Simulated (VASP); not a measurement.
A VASP calculation is set up with these files.

### INCAR
```
! general
SYSTEM =CdTe
PREC   =Accurate
ENCUT  =500
LREAL  =.FALSE.
LASPH  =.TRUE.

! electronic loop
EDIFF  =1E-6
NELM   =100
ALGO   =Normal
LMAXMIX=4

! smearing
ISMEAR =0
SIGMA  =0.05

! functional
GGA    =PS

! ions
IBRION =2
NSW    =40
ISIF   =3
EDIFFG =-0.02

! output
LWAVE  =.FALSE.
LCHARG =.FALSE.
```

### POSCAR
```
CdTe
1.0
  0.0000000000   3.2418694379   3.2418694379
  3.2418694379   0.0000000000   3.2418694379
  3.2418694379   3.2418694379   0.0000000000
Cd Te
1 1
Cartesian
  0.0000000000   0.0000000000   0.0000000000
  1.6209347190   1.6209347190   1.6209347190
```

**KPOINTS**
```
Automatic mesh
0
Gamma
7 7 7
0 0 0
```

POTCAR, in this order: Cd Te (PBE.64 set). Program: vasp_std.

**Question.** Translate this PBEsol calculation to Ansatz.

**Answer.** One equivalent input (not run):
Ansatz 0.2 input:
```yaml
crystal:
  lattice:
    - [0.0000000, 3.2418694, 3.2418694]
    - [3.2418694, 0.0000000, 3.2418694]
    - [3.2418694, 3.2418694, 0.0000000]
  atoms:
    - { symbol: Cd, position: [0.0000000, 0.0000000, 0.0000000] }
    - { symbol: Te, position: [0.2500000, 0.2500000, 0.2500000] }
kpoints:
  mp_grid: { grid: [7, 7, 7] }
hamiltonian:
  xc: pbesol
  pseudopotentials: { kind: paw }
scf:
  occupations: { method: gaussian, width: 0.05 }
  max_iter: 100
relax:
  max_steps: 40
  f_tol: 0.02
  cell: {}
output: { forces: true, stress: true, eigenvalues: true }
```
What does not carry over: each code has its own PAW files, so the cut-off isn't converted (ENCUT is set for VASP's; basis.ecutwfc is left out, and Ansatz then takes the one that its files recommend); Ansatz stops its SCF on the density residual and VASP on the energy change (EDIFF).

The structure was generated: CdTe was put into the zinc blende type (F-43m), which need not be its known phase. This run relaxes it. Symmetry was kept, so distortions that lower it aren't found.
